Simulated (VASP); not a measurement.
Input of a VASP 6.6.1 run:

Contents of INCAR:

```
ALGO = Normal
CSHIFT = 0.1
EDIFF = 1E-7
ENCUT = 520
GGA = PE
ISIF = 2
ISMEAR = 0
LASPH = True
LCHARG = False
LOPTICS = True
LREAL = False
LWAVE = False
NBANDS = 28
NEDOS = 2000
NELM = 100
PREC = Accurate
SIGMA = 0.02
```

Contents of KPOINTS:

```
k-points
0
Gamma
  18 18 18
```

File POSCAR:

```
SiC                                     
1.0
    0.0000000000      2.1897021500      2.1897021500
    2.1897021500      0.0000000000      2.1897021500
    2.1897021500      2.1897021500      0.0000000000
  Si              C             
     1     1
Direct
     0.0000000000000000    0.0000000000000000    0.0000000000000000
     0.2500000000000000    0.2500000000000000    0.2500000000000000
```

Potentials or basis: VASP PAW PBE potentials, release 64 (Si, C).

Run with:

```sh
$ cat potpaw_PBE.64/Si/POTCAR potpaw_PBE.64/C/POTCAR > POTCAR
$ mpirun -np 1 vasp_std > vasp.out
```

**Question.** Predict the band gap on the k mesh.

**Answer.** 1.37 eV, indirect (least direct gap 4.53 eV).

**Question.** Predict the pressure.

**Answer.** 0.0 GPa.

Dielectric function (mean over the directions given):
```tsv
energy (eV)	real part	imaginary part
0.27	7.24	0.01
1.26	7.43	0.03
2.34	7.99	0.07
3.33	9.05	0.15
4.41	12.14	0.69
5.39	15.05	5.51
6.47	14.36	20.75
7.46	0.81	12.96
8.54	-2.92	12.31
9.53	-4.57	7.38
10.61	-2.89	4.43
11.60	-3.23	2.41
12.68	-2.44	2.12
13.67	-1.94	1.41
14.75	-1.55	1.33
15.73	-1.48	0.77
16.81	-0.99	0.58
17.80	-0.70	0.47
18.88	-0.54	0.33
19.96	-0.28	0.27
```

Caveat: independent-particle spectra lack excitons.

**What was measured.**

From “Insight into the structural, elastic and electronic properties of a new orthorhombic 6O-SiC polytype”, 2020, pmc:7200658, for a bulk crystal of SiC: band gap 2.4 eV (indirect).

A measured gap of SiC is 2.4 eV (indirect; quoted in “Insight into the structural, elastic and electronic properties of a new orthorhombic 6O-SiC polytype”, 2020, pmc:7200658); the calculated 1.37 eV misses it by -1.03 eV. The value is that of PBE on a finite k mesh, which can miss the band edges, without temperature or zero-point motion. Semilocal functionals fall short of measured gaps as a rule.
